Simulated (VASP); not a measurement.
VASP runs on Sb (a7) share one base input (PBE GGA, plane waves, VASP's PBE PAW potentials (set 64)) and change the settings named in each case.

### KPOINTS
```
K-points
0
gamma
  9 9 9
0 0 0
```

**INCAR**
```
SYSTEM = Sb
PREC = Accurate
ENCUT = 400
EDIFF = 1E-6
NELM = 100
ALGO = Normal
LREAL = .FALSE.
LASPH = .TRUE.
ISMEAR = 1
SIGMA = 0.1
GGA = PE
LMAXMIX = 4
LWAVE = .FALSE.
LCHARG = .FALSE.
ISIF = 2
```

**POSCAR**
```
Sb
4.506060
  0.8782266548  -0.4782448525   0.0000000000
  0.8782266548   0.4782448525   0.0000000000
  0.6177947031   0.0000000000   0.7863395072
Sb
2
Cart
  0.5543869110   0.0000000000   0.1836102749
  1.8198611017  -0.0000000000   0.6027292323
```

POTCAR, in this order: Sb (PBE.64 set). Program: vasp_std.

```
change                                                                          E(σ→0) (eV/atom)  pressure (GPa)  largest force (eV/Å)  −TS (eV)
------------------------------------------------------------------------------  ----------------  --------------  --------------------  --------
base run                                                                                 -4.1279            2.80                 0.216   -0.0002
GGA = 91                                                                                 -4.1458             [?]                   [?]   -0.0002
GGA = RP                                                                                 -3.7522             [?]                   [?]   -0.0002
GGA removed, LMIXTAU = .TRUE., METAGGA = SCAN                                           -37.2603            0.90                 0.272    0.0000
IVDW = 12                                                                                -4.6002            0.20                 0.215   -0.0002
GGA removed, LMIXTAU = .TRUE., METAGGA = TPSS                                           -12.1192            1.94                 0.145   -0.0004
AGGAC = 0.0, GGA = BO, LUSE_VDW = .TRUE., PARAM1 = 0.1833333333, PARAM2 = 0.22           -2.1361            3.30                 0.241    0.0000
```

Question: Some entries are withheld; supply them.

Answer: 
- GGA = 91, pressure (GPa): 2.99
- GGA = 91, largest force (eV/Å): 0.225
- GGA = RP, pressure (GPa): 4.10
- GGA = RP, largest force (eV/Å): 0.242

Energies of different potentials or functionals have different zeros. Unless said otherwise, spin-orbit coupling is left out, though it shifts the bands of the heavy elements here.

Left out are runs that ran out of time, are held back, or changed the cell or the kind of run, fixed moments of cells without a moment, rows past the twelfth, gaps on odd meshes, pressures of charged cells and columns that move by less than the noise.

The compound is Sb in the a7 structure. The cell was not relaxed at this level, forces remain on its atoms.
